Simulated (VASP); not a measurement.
Input:

```xyz
2
Lattice="1.4027 -2.4296 0.0000 1.4027 2.4296 0.0000 0.0000 0.0000 4.4078" Properties=species:S:1:pos:R:3 pbc="T T T"
Sc     1.4027     0.8099     1.1020
Sc     1.4027    -0.8099     3.3059
```

The numbers are results of LDA (Ceperley-Alder, Perdew-Zunger), VASP's LDA PAW potentials (set 64) (plane waves; VASP 6.6.1), not measurements. Numerical set-up: 500 eV cut-off, 15×15×8 Γ-centred mesh, first-order Methfessel-Paxton smearing of 0.10 eV, potentials Sc_sv.

Q: Predict the energy per atom (σ→0), pressure, band gap (on the k-mesh) with the smallest direct gap where there is one.

A: 
band gap (on the k-mesh): none (metal, semimetal or under 0.01 eV)
energy per atom (σ→0): -5.906 eV/atom
pressure: 44.94 GPa

Total energies compare only between runs with the same potentials, cut-off and functional.

The compound is Sc in the hcp structure. It was relaxed first under an external pressure of 45 GPa.
